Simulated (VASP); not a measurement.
An input for Quantum ESPRESSO's pw.x (written as the equivalent of a VASP run, and not itself run):

```
&CONTROL
  calculation = 'vc-relax'
  pseudo_dir = './pseudo'
  outdir = './out'
  tprnfor = .true.
  tstress = .true.
  nstep = 60
  forc_conv_thr = 0.00039
/
&SYSTEM
  ibrav = 0
  nat = 8
  ntyp = 3
  ecutwfc = 84
  occupations = 'smearing'
  smearing = 'gaussian'
  degauss = 0.003675
  input_dft = 'pbesol'
/
&ELECTRONS
  conv_thr = 7.3e-08
  electron_maxstep = 100
/
&IONS
/
&CELL
/
ATOMIC_SPECIES
  Ga 69.723 Ga.upf
  As 74.922 As.upf
  B 10.810 B.upf
CELL_PARAMETERS angstrom
     5.2150000    0.0000000    0.0000000
     0.0000000    5.2150000    0.0000000
     0.0000000    0.0000000    5.2150000
ATOMIC_POSITIONS crystal
  Ga   0.0000000  0.0000000  0.0000000
  Ga   0.5000000  0.5000000  0.0000000
  As   0.2500000  0.2500000  0.2500000
  As   0.7500000  0.7500000  0.2500000
  As   0.7500000  0.2500000  0.7500000
  As   0.2500000  0.7500000  0.7500000
  B    0.5000000  0.0000000  0.5000000
  B    0.0000000  0.5000000  0.5000000
K_POINTS automatic
  5 5 5 0 0 0
```

**Question.** Translate this input to VASP (INCAR, KPOINTS, POSCAR, choice of POTCAR).

**Answer.** Several could match; the one computed here: 
### POSCAR
```
Ga2As4B2
1
    5.2150000000     0.0000000000     0.0000000000
    0.0000000000     5.2150000000     0.0000000000
    0.0000000000     0.0000000000     5.2150000000
Ga As B
2 4 2
Direct
  0.0000000000   0.0000000000   0.0000000000
  0.5000000000   0.5000000000   0.0000000000
  0.2500000000   0.2500000000   0.2500000000
  0.7500000000   0.7500000000   0.2500000000
  0.7500000000   0.2500000000   0.7500000000
  0.2500000000   0.7500000000   0.7500000000
  0.5000000000   0.0000000000   0.5000000000
  0.0000000000   0.5000000000   0.5000000000
```

### INCAR
```
# general
SYSTEM  = Ga2As4B2
PREC    = Accurate
ENCUT   = 520   # plane-wave cut-off (eV)
LREAL   = .FALSE.
LASPH   = .TRUE.

# electronic loop
EDIFF   = 1E-6   # SCF stop (eV)
NELM    = 100   # most electronic steps
ALGO    = Normal
LMAXMIX = 4   # l cut-off of mixed one-centre charges

# smearing
ISMEAR  = 0   # Gaussian
SIGMA   = 0.05

# functional
GGA     = PS   # PBEsol

# ions
IBRION  = 2
NSW     = 60   # most ionic steps
ISIF    = 3   # ions, shape and volume
EDIFFG  = -0.01   # ionic stop

# output
LWAVE   = .FALSE.
LCHARG  = .FALSE.
```

**KPOINTS**
```
Automatic mesh
0
Gamma
5 5 5
0 0 0
```

POTCAR, in this order: Ga_d As B (PBE.64 set). Program: vasp_std.

The two are equivalent in intent, not identical: the potentials are each code's own (VASP's PAW set, PseudoDojo norm-conserving files in pw.x), so ENCUT and ecutwfc are chosen apart and not converted; conv_thr bounds pw.x's estimated SCF error, while EDIFF bounds the energy change between steps; forc_conv_thr acts on force components and is met together with etot_conv_thr.

The structure was generated: Ga2As4B2 was put into an ordered model structure (P-4m2), which need not be its known phase. This run relaxes it. Symmetry was kept, so distortions that lower it aren't found.
